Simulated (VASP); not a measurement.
Crystal: Cs2AgBiBr6.

```
CELL_PARAMETERS angstrom
0.00000 5.61610 5.61610
5.61610 0.00000 5.61610
5.61610 5.61610 0.00000
ATOMIC_POSITIONS crystal
Cs 0.25000 0.25000 0.25000
Cs 0.75000 0.75000 0.75000
Ag 0.50000 0.50000 0.50000
Bi 0.00000 0.00000 0.00000
Br 0.25055 0.74945 0.25055
Br 0.25055 0.74945 0.74945
Br 0.74945 0.25055 0.74945
Br 0.74945 0.25055 0.25055
Br 0.25055 0.25055 0.74945
Br 0.74945 0.74945 0.25055
```

* Program: VASP 6.6.1
* Task: relaxation of cell and atoms
* Functional: PBEsol
* Potentials or basis: VASP PAW PBE potentials, release 64 (Cs_sv, Ag, Bi_d, Br)
* Cutoff: 600 eV
* k mesh: 4 × 4 × 4
* Occupations: gaussian, width 0.03 eV
* Spin: no spin polarisation

At the start: pressure -0.0 GPa; volume 35.43 Å³/atom.

Problem. Where does the relaxation end?

Solution. Over 4 steps the energy falls by 3.6 meV/atom and the volume is 35.00 Å³/atom (-1.2 %); space group Fm-3m (No. 225, to 0.05 Å).

Step by step:
```tsv
step	energy change (eV)	largest force (eV/Å)	pressure (GPa)	volume (Å³)
1	0.0000	0.3080	-0.01	354.27
2	-0.0216	0.1759	-0.14	354.19
3	-0.0324	0.0026	-0.28	354.09
4	-0.0359	0.0012	0.02	350.03
```

Final structure:
```
CELL_PARAMETERS angstrom
0.00000 5.59361 5.59361
5.59361 0.00000 5.59361
5.59361 5.59361 0.00000
ATOMIC_POSITIONS crystal
Cs 0.25000 0.25000 0.25000
Cs 0.75000 0.75000 0.75000
Ag 0.50000 0.50000 0.50000
Bi 0.00000 0.00000 0.00000
Br 0.25399 0.74601 0.25399
Br 0.25399 0.74601 0.74601
Br 0.74601 0.25399 0.74601
Br 0.74601 0.25399 0.25399
Br 0.25399 0.25399 0.74601
Br 0.74601 0.74601 0.25399
```

Caveat: the PAW data sets were made with another functional, which shifts forces and pressure a little.
